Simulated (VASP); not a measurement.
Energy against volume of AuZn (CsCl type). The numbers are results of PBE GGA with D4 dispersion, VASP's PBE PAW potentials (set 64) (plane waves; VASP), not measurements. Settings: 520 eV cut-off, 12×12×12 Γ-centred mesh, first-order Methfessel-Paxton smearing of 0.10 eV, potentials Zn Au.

```json
[
 {"V (Å³/atom)": "14.615", "E (eV/atom)": "-2.86016"},
 {"V (Å³/atom)": "15.082", "E (eV/atom)": "-2.88146"},
 {"V (Å³/atom)": "15.548", "E (eV/atom)": "-2.88838"},
 {"V (Å³/atom)": "16.014", "E (eV/atom)": "-2.88340"}
]
```

Q: Fit these four points and predict the energy of the run at 16.481 Å³/atom.

A: A cubic in V^(−2/3), the third-order Birch-Murnaghan form, passes through the four points with V0 = 15.57 Å³/atom and B0 = 135 GPa, and gives -2.8685 eV/atom there. The run gave -2.8686 eV/atom, -0.1 meV/atom from the fit; all five points give B0 = 135 GPa.

The compound is AuZn in the CsCl type structure. It was relaxed first.
